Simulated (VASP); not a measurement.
```
Ta
1.0
   -1.66023     1.66023     1.66023
    1.66023    -1.66023     1.66023
    1.66023     1.66023    -1.66023
Ta
1
Direct
  0.00000   0.00000   0.00000
```

Computed with PBE GGA, VASP's PBE PAW potentials (set 64) (plane waves; VASP). Run with 300 eV cut-off, 18×18×18 Γ-centred mesh, first-order Methfessel-Paxton smearing of 0.10 eV, potentials Ta_pv.

Unless said otherwise, spin-orbit coupling is left out, though it shifts the bands of the heavy elements here.

What does the run give for the energy per atom (σ→0), band gap (on the k-mesh) with the smallest direct gap where there is one?

```
Quantity                                                    Result
------------------------  ----------------------------------------
band gap (on the k-mesh)  none (metal, semimetal or under 0.01 eV)
energy per atom (σ→0)                              -11.809 eV/atom
```

Only differences to runs with the same potentials and settings are physical.

The structure comes from a computed database's Ta entry; how it stands against other phases isn't given here. The cell was not relaxed at this level.
